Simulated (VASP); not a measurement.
Level of theory: AM05 GGA, VASP's PBE PAW potentials (set 64) (plane waves; VASP 6.6.1).

The input files of a VASP run:

**KPOINTS**
```
k-points along high-symmetry lines
15
Line-mode
Reciprocal
  0.000000   0.000000   0.000000 ! GAMMA
 -0.500000  -0.500000   0.000000 ! X

 -0.500000  -0.500000   0.000000 ! X
 -0.375000  -0.375000   0.250000 ! U

 -0.375000  -0.000000   0.375000 ! K
  0.000000   0.000000   0.000000 ! GAMMA

  0.000000   0.000000   0.000000 ! GAMMA
 -0.000000  -0.000000   0.500000 ! L

 -0.000000  -0.000000   0.500000 ! L
 -0.500000  -0.250000   0.250000 ! W

 -0.500000  -0.250000   0.250000 ! W
 -0.500000  -0.500000   0.000000 ! X
```

INCAR:
```
SYSTEM = SiC
PREC = Accurate; ENCUT = 520; LREAL = .False.
LASPH = .True.; ICHARG = 11
EDIFF = 1E-7; NELM = 100; ALGO = Normal
ISMEAR = 0; SIGMA = 0.05
GGA = AM
LWAVE = .False.; LCHARG = .False.; LORBIT = 11
```

### POSCAR
```
SiC
2.177940
  0.0000000000   0.9999997878   0.9999997878
  0.9999997878   0.0000000000   0.9999997878
  0.9999997878   0.9999997878   0.0000000000
Si C
1 1
Cart
  0.0000000000   0.0000000000   0.0000000000
  0.4999998939   0.4999998939   0.4999998939
```

POTCAR, in this order: Si C (PBE.64 set). Program: vasp_std. Read from the step before: CHGCAR.

Output

File OSZICAR:
```
       N       E                     dE             d eps       ncg     rms          rms(c)
DAV:   1     0.554586720676E+01    0.55459E+01   -0.41106E+03  1464   0.839E+02
DAV:   2    -0.137217163861E+02   -0.19268E+02   -0.18296E+02  2152   0.991E+01
DAV:   3    -0.139995833156E+02   -0.27787E+00   -0.27787E+00  1600   0.150E+01
DAV:   4    -0.140004464727E+02   -0.86316E-03   -0.86316E-03  2424   0.892E-01
DAV:   5    -0.140004469876E+02   -0.51495E-06   -0.51489E-06  1608   0.139E-02
DAV:   6    -0.140004469899E+02   -0.22229E-08   -0.22774E-08  2336   0.673E-04
   1 F= -.14000447E+02 E0= -.14000447E+02  d E =-.156917E-18
```

**OUTCAR**
```
 val. band max:        8.0989597191   @ k =   0.0000   0.0000   0.0000

 cond. band min:       9.3319146819   @ k =  -0.5000  -0.5000   0.0000



 k-point     1 :       0.0000    0.0000    0.0000
  band No.  band energies     occupation
      1      -7.3159      2.00000
      2       8.0990      2.00000
      3       8.0990      2.00000
      4       8.0990      2.00000
      5      14.3563      0.00000
      6      15.3461      0.00000
      7      15.3461      0.00000
      8      15.3461      0.00000

 k-point     2 :      -0.0357   -0.0357    0.0000
  band No.  band energies     occupation
      1      -7.2825      2.00000
      2       7.9924      2.00000
      3       8.0310      2.00000
      4       8.0310      2.00000
      5      14.4496      0.00000
      6      15.2586      0.00000
      7      15.4441      0.00000
      8      15.4441      0.00000

 k-point     3 :      -0.0714   -0.0714    0.0000
  band No.  band energies     occupation
      1      -7.1821      2.00000
      2       7.6944      2.00000
      3       7.8401      2.00000
      4       7.8401      2.00000
      5      14.6378      0.00000
      6      15.0691      0.00000
      7      15.7244      0.00000
      8      15.7244      0.00000

 k-point     4 :      -0.1071   -0.1071    0.0000
  band No.  band energies     occupation
      1      -7.0155      2.00000
      2       7.2528      2.00000
      3       7.5573      2.00000
      4       7.5573      2.00000
      5      14.4422      0.00000
      6      15.1965      0.00000
      7      16.1533      0.00000
      8      16.1533      0.00000

 k-point     5 :      -0.1429   -0.1429    0.0000
  band No.  band energies     occupation
      1      -6.7833      2.00000
      2       6.7139      2.00000
      3       7.2186      2.00000
      4       7.2186      2.00000
      5      13.9497      0.00000
      6      15.4235      0.00000
      7      16.6912      0.00000
      8      16.6912      0.00000
...
```

The density is held fixed in this step, so its total energy and stress have no physical meaning.

The compound is SiC in the zinc blende structure. It was relaxed first.
